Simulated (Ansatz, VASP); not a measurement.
# Cross-check of C (Diamond) between VASP and Ansatz

Aim: how closely do two programs agree when they are given the same cell, functional and k mesh? The cell is taken from a series of runs on this material, whose earlier steps may have relaxed, scaled, displaced or heated it; both programs get it as it stands.

Program: Ansatz 0.2.0. Level of theory: plane waves, with VASP 6.6.1 beside it; zone-centre phonons at r2SCAN. Results are calculated unless marked as measured.

## Step 1: Set-up

It takes space group Fd-3m (No. 227, cubic). The conventional cell has a = 3.542 Å, b = 3.542 Å, c = 3.542 Å, α = 90.00°, β = 90.00°, γ = 90.00°. Nearest to C lie 4 C at 1.53 Å.

Coordinates:

```
C
1.0
     0.00000    1.77120    1.77120
     1.77120    0.00000    1.77120
     1.77120    1.77120    0.00000
C
2
Direct
  0.00000 0.00000 0.00000
  0.25000 0.25000 0.25000
```

## Step 2: VASP: zone-centre phonons, r2SCAN, pair 1

Second derivatives magnify differences that forces hide, and they need a tight electronic threshold.

Lines of VASP's logs that name or quote its potential files are left out, and so is its time.

Contents of INCAR:

```
SYSTEM = C
PREC = Accurate
ENCUT = 660
EDIFF = 1E-08
NELM = 120
ISMEAR = 0
SIGMA = 0.01
LREAL = .FALSE.
ALGO = Normal
METAGGA = R2SCAN
LASPH = .TRUE.
NBANDS = 10
LORBIT = 11
LWAVE = .FALSE.
LCHARG = .FALSE.
ISIF = 2
IBRION = 6
NFREE = 2
POTIM = 0.015
NSW = 1
GGA_COMPAT = .FALSE.
EFERMI = MIDGAP
LMIXTAU = .TRUE.
KPAR = 2
```

Contents of POSCAR:

```
C
1.0
    0.0000000000      1.7711993200      1.7711993200
    1.7711993200      0.0000000000      1.7711993200
    1.7711993200      1.7711993200      0.0000000000
C
2
Direct
    0.0000000000      0.0000000000      0.0000000000
    0.2500000000      0.2500000000      0.2500000000
```

Contents of KPOINTS:

```
Automatic mesh
0
Gamma
10 10 10
0 0 0
```

The projector-augmented-wave data sets are C (PBE family, release 64).

The run is started by

```bash
> mpirun -np 2 vasp_std
```

Numbers of over 12 decimals in the logs are rounded to 6 here.

The log of the run:

```text
[banner, memory and clock lines left out]
running    2 mpi-ranks, on    1 nodes
 distrk:  each k-point on    1 cores,    2 groups
 distr:  one band on    1 cores,    1 groups

 POSCAR found type information on POSCAR C
 POSCAR found :  1 types and       2 ions
|                                                                             |
|               ----> ADVICE to this user running VASP <----                  |
|                                                                             |
|     You enforced a specific xc type in the INCAR file but a different       |
|     [... a line on the potential file left out ...]
|     I HOPE YOU KNOW WHAT YOU ARE DOING!                                     |
|                                                                             |

 LDA part: xc-table for (None), standard interpolation
 POSCAR, INCAR and KPOINTS ok, starting setup
 FFT: planning ... GRIDC
 FFT: planning ... GRID_SOFT
 FFT: planning ... GRID
 WAVECAR not read
 entering main loop
       N       E                     dE             d eps       ncg     rms          rms(c)
DAV:   1     0.401787743331E+01    0.40179E+01   -0.60808E+03   948   0.101E+03
DAV:   2    -0.214999863300E+02   -0.25518E+02   -0.24469E+02  1226   0.152E+02
DAV:   3    -0.219749520631E+02   -0.47497E+00   -0.47417E+00  1106   0.178E+01
DAV:   4    -0.219757680762E+02   -0.81601E-03   -0.81597E-03  1042   0.860E-01
DAV:   5    -0.219757690758E+02   -0.99952E-06   -0.99950E-06  1078   0.295E-02    0.525E+00
DAV:   6    -0.194673972068E+02    0.25084E+01   -0.34514E-01  1014   0.544E+00    0.428E+00
DAV:   7    -0.224259469970E+02   -0.29585E+01   -0.90936E-01   970   0.731E+00    0.855E-01
DAV:   8    -0.194599222542E+02    0.29660E+01   -0.30176E-01   958   0.482E+00    0.110E+00
DAV:   9    -0.196555354698E+02   -0.19561E+00   -0.34370E-02   958   0.203E+00    0.121E-01
DAV:  10    -0.196632318552E+02   -0.76964E-02   -0.55828E-03  1004   0.720E-01    0.162E-01
DAV:  11    -0.196628449808E+02    0.38687E-03   -0.45516E-05   998   0.685E-02    0.158E-01
DAV:  12    -0.196643830543E+02   -0.15381E-02   -0.25332E-04   944   0.197E-01    0.420E-02
DAV:  13    -0.196644425248E+02   -0.59470E-04   -0.15064E-05  1076   0.513E-02    0.230E-02
DAV:  14    -0.196644414103E+02    0.11146E-05   -0.77075E-08  1040   0.373E-03    0.242E-02
DAV:  15    -0.196644431641E+02   -0.17538E-05   -0.95992E-07  1016   0.109E-02    0.244E-03
DAV:  16    -0.196644431218E+02    0.42315E-07   -0.10369E-07   970   0.345E-03    0.999E-04
DAV:  17    -0.196644430734E+02    0.48379E-07   -0.39973E-09   618   0.816E-04    0.205E-04
DAV:  18    -0.196644430942E+02   -0.20823E-07   -0.18512E-09   512   0.513E-04    0.182E-04
DAV:  19    -0.196644430627E+02    0.31555E-07   -0.64050E-10   474   0.331E-04    0.141E-05
DAV:  20    -0.196644430673E+02   -0.46844E-08   -0.26488E-11   476   0.538E-05
   1 F= -.19664443E+02 E0= -.19664443E+02  d E =0.000000E+00
 Found     1 degrees of freedom:
 Finite differences POTIM= 0.01500 DOF=   1
 bond charge predicted
       N       E                     dE             d eps       ncg     rms          rms(c)
DAV:   1    -0.196593409315E+02    0.51021E-02   -0.50505E-01  3422   0.582E+00    0.121E-01
DAV:   2    -0.196598447977E+02   -0.50387E-03   -0.35467E-03  4000   0.603E-01    0.781E-02
DAV:   3    -0.196590757517E+02    0.76905E-03   -0.83938E-04  3482   0.300E-01    0.286E-02
DAV:   4    -0.196599046528E+02   -0.82890E-03   -0.50847E-04  3502   0.223E-01    0.859E-03
DAV:   5    -0.196599388647E+02   -0.34212E-04   -0.17102E-05  3772   0.429E-02    0.334E-03
DAV:   6    -0.196599376507E+02    0.12140E-05   -0.57331E-06  3484   0.234E-02    0.755E-04
DAV:   7    -0.196599406687E+02   -0.30180E-05   -0.20195E-06  3470   0.133E-02    0.194E-04
DAV:   8    -0.196599406454E+02    0.23263E-07   -0.32992E-08  3886   0.191E-03    0.116E-04
DAV:   9    -0.196599406845E+02   -0.39132E-07   -0.15088E-08  3438   0.134E-03    0.300E-05
DAV:  10    -0.196599406783E+02    0.62523E-08   -0.11047E-09  1780   0.361E-04
   2 F= -.19659941E+02 E0= -.19659941E+02  d E =0.000000E+00
 Finite differences progress:
  Degree of freedom:   1/  1
  Displacement:        1/  2
  Total:               1/  2
 bond charge predicted
       N       E                     dE             d eps       ncg     rms          rms(c)
DAV:   1    -0.196580196625E+02    0.19210E-02   -0.12799E+00  3434   0.877E+00    0.242E-01
DAV:   2    -0.196595632845E+02   -0.15436E-02   -0.93662E-03  3952   0.953E-01    0.156E-01
DAV:   3    -0.196565562425E+02    0.30070E-02   -0.34061E-03  3492   0.602E-01    0.578E-02
DAV:   4    -0.196598910849E+02   -0.33348E-02   -0.17265E-03  3502   0.408E-01    0.133E-02
DAV:   5    -0.196599203818E+02   -0.29297E-04   -0.46475E-05  3730   0.739E-02    0.708E-03
DAV:   6    -0.196599308611E+02   -0.10479E-04   -0.30511E-05  3476   0.549E-02    0.146E-03
DAV:   7    -0.196599405515E+02   -0.96905E-05   -0.69964E-06  3488   0.247E-02    0.448E-04
DAV:   8    -0.196599406444E+02   -0.92832E-07   -0.15328E-07  3936   0.410E-03    0.317E-04
DAV:   9    -0.196599406653E+02   -0.20930E-07   -0.57745E-08  3466   0.264E-03    0.108E-04
DAV:  10    -0.196599406850E+02   -0.19679E-07   -0.29731E-09  1924   0.574E-04    0.577E-05
DAV:  11    -0.196599406828E+02    0.21382E-08   -0.24844E-10  1778   0.167E-04
   3 F= -.19659941E+02 E0= -.19659941E+02  d E =0.000000E+00
 Finite differences progress:
  Degree of freedom:   1/  1
  Displacement:        2/  2
  Total:               2/  2
```

OUTCAR, selected parts (step 2):

```text
ion  position               nearest neighbor table
   1  0.000  0.000  0.000-   2 1.53   2 1.53   2 1.53   2 1.53
   2  0.250  0.250  0.250-   1 1.53   1 1.53   1 1.53   1 1.53

  LATTYP: Found a face centered cubic cell.
 ALAT       =     3.5423986400

 Subroutine GETGRP returns: Found 48 space group operations
 (whereof 24 operations were pure point group operations)

The static configuration has the point symmetry T_d .
 The point group associated with its full space group is O_h .

 Found     47 irreducible k-points:

   k-points           NKPTS =     47   k-points in BZ     NKDIM =     47   number of bands    NBANDS=     10

   dimension x,y,z NGX =    24 NGY =   24 NGZ =   24
   dimension x,y,z NGXF=    48 NGYF=   48 NGZF=   48

   ENCUT  =  660.0 eV  48.51 Ry    6.96 a.u.   5.25  5.25  5.25*2*pi/ulx,y,z

   NELECT =       8.0000    total number of electrons

 k-points in reciprocal lattice and weights: Automatic mesh
   0.00000000  0.00000000  0.00000000       0.001
   0.10000000  0.00000000  0.00000000       0.008
   0.20000000  0.00000000  0.00000000       0.008
   0.30000000  0.00000000  0.00000000       0.008
   0.40000000  0.00000000  0.00000000       0.008
   0.50000000  0.00000000  0.00000000       0.004
   0.10000000  0.10000000  0.00000000       0.006
   0.20000000  0.10000000  0.00000000       0.024
   0.30000000  0.10000000  0.00000000       0.024
[...]
-0.30000000  0.40000000  0.20000000       0.024
  -0.30000000  0.50000000  0.20000000       0.012

 average (electrostatic) potential at core
       1 -47.1467       2 -47.1467

 E-fermi :  12.3396

 k-point     1 :       0.0000    0.0000    0.0000
  band No.  band energies     occupation
      1     -12.9699      2.00000
      2       9.7626      2.00000
      3      10.0138      2.00000
      4      10.2581      2.00000
      5      15.6897      0.00000
      6      15.8988      0.00000
      7      16.1192      0.00000
      8      24.3222      0.00000
      9      30.6925      0.00000
    ...

 k-point     2 :       0.1000    0.0000    0.0000
  band No.  band energies     occupation
      1     -12.6769      2.00000
      2       8.2863      2.00000
      3       9.3040      2.00000
      4       9.6176      2.00000
      5      16.4230      0.00000
      6      16.7370      0.00000
      7      16.8917      0.00000
      8      24.5838      0.00000
      9      31.1837      0.00000
    ...

 k-point     3 :       0.2000    0.0000    0.0000
  band No.  band energies     occupation
      1     -11.8034      2.00000
      2       4.7996      2.00000
      3       8.3897      2.00000
      4       8.6684      2.00000
      5      17.6004      0.00000
      6      17.9449      0.00000
      7      18.2448      0.00000
      8      25.3030      0.00000
      9      32.0282      0.00000
    ...

  Total        0.4996878      0.5039907      0.5039907      0.0000000     -0.0496236      0.0000000
  in kB       72.0405444     72.6609053     72.6609053      0.0000000     -7.1542968      0.0000000
  external PRESSURE =      72.4541183 kB  Pullay stress =       0.0000000 kB

  energy-cutoff  :      660.00
  volume of cell :       11.11
      direct lattice vectors                 reciprocal lattice vectors
     0.000000000  1.771199320  1.771199320    -0.282294598  0.282294598  0.282294598
     1.771199320  0.000000000  1.771199320     0.282294598 -0.282294598  0.282294598
     1.771199320  1.771199320  0.000000000     0.282294598  0.282294598 -0.282294598

 POSITION                                       TOTAL-FORCE (eV/Angst)
 -----------------------------------------------------------------------------------
     -0.01500      0.00000      0.00000         0.600169      0.000000      0.000000
      0.88560      0.88560      0.88560        -0.600169      0.000000      0.000000
 -----------------------------------------------------------------------------------
    total drift:                                0.000002     -0.000000     -0.000000

  FREE ENERGIE OF THE ION-ELECTRON SYSTEM (eV)
  ---------------------------------------------------
  free  energy   TOTEN  =       -19.6599406828 eV

  energy  without entropy=      -19.6599406828  energy(sigma->0) =      -19.65994068

 Eigenvectors and eigenvalues of the dynamical matrix
 ----------------------------------------------------

   1 f  =   40.352231 THz   253.540545 2PiTHz 1346.005544 cm-1   166.883343 meV
             X         Y         Z           dx          dy          dz
      0.000000  0.000000  0.000000     0.000000    0.000000   -0.707107
      0.885600  0.885600  0.885600     0.000000    0.000000    0.707107

   2 f  =   40.352231 THz   253.540545 2PiTHz 1346.005544 cm-1   166.883343 meV
             X         Y         Z           dx          dy          dz
      0.000000  0.000000  0.000000     0.615300    0.348434    0.000000
      0.885600  0.885600  0.885600    -0.615300   -0.348434    0.000000

   3 f  =   40.352231 THz   253.540545 2PiTHz 1346.005544 cm-1   166.883343 meV
             X         Y         Z           dx          dy          dz
      0.000000  0.000000  0.000000     0.348434   -0.615300   -0.000000
      0.885600  0.885600  0.885600    -0.348434    0.615300   -0.000000

   4 f  =    0.000000 THz     0.000003 2PiTHz    0.000016 cm-1     0.000002 meV
             X         Y         Z           dx          dy          dz
      0.000000  0.000000  0.000000    -0.165857   -0.626548    0.282718
      0.885600  0.885600  0.885600    -0.165857   -0.626548    0.282718

   5 f/i=    0.000000 THz     0.000002 2PiTHz    0.000012 cm-1     0.000001 meV
             X         Y         Z           dx          dy          dz
      0.000000  0.000000  0.000000    -0.604550   -0.005446   -0.366729
      0.885600  0.885600  0.885600    -0.604550   -0.005446   -0.366729

   6 f/i=    0.000001 THz     0.000003 2PiTHz    0.000017 cm-1     0.000002 meV
             X         Y         Z           dx          dy          dz
      0.000000  0.000000  0.000000    -0.327125    0.327732    0.534398
      0.885600  0.885600  0.885600    -0.327125    0.327732    0.534398

 ELASTIC MODULI CONTR FROM IONIC RELAXATION (kBar)
 Direction    XX          YY          ZZ          XY          YZ          ZX
 --------------------------------------------------------------------------------
 XX          -0.0000     -0.0000     -0.0000      0.0000      0.0000      0.0000
 YY          -0.0000     -0.0000     -0.0000      0.0000      0.0000      0.0000
 ZZ          -0.0000     -0.0000     -0.0000      0.0000      0.0000      0.0000
 XY           0.0000      0.0000      0.0000    -39.4257      0.0000      0.0000
 YZ           0.0000      0.0000      0.0000      0.0000    -39.4257      0.0000
 ZX           0.0000      0.0000      0.0000      0.0000      0.0000    -39.4257
 --------------------------------------------------------------------------------

 total charge
# of ion       s       p       d       tot
------------------------------------------
    1        0.847   1.762   0.000   2.608
    2        0.847   1.762   0.000   2.608
--------------------------------------------------
tot          1.693   3.524   0.000   5.217

[... 3 further parts left out ...]
```

The last energy, forces, stress and levels in OUTCAR belong to the last displaced cell, not to the cell of POSCAR. The PAW data sets were made with PBE, which is usual practice but a small mismatch for other functionals.

Levels, forces or a CONTCAR printed for this step are those of its last displaced cell, not of the structure at rest.

[end of part 1 of 2]

[Lines on the potential files, build, host, timing and source positions are cut from VASP's logs without a mark.]

[Logs are printed without paths, hosts, clocks, repeated set-up lines and the standing remarks that a program may print on its own settings, such as how far it seeks lower states.]

[Hosts, paths, dates, database ids (printed as entryN), source tags and the programs' standing remarks are cut or masked in the printed files.]
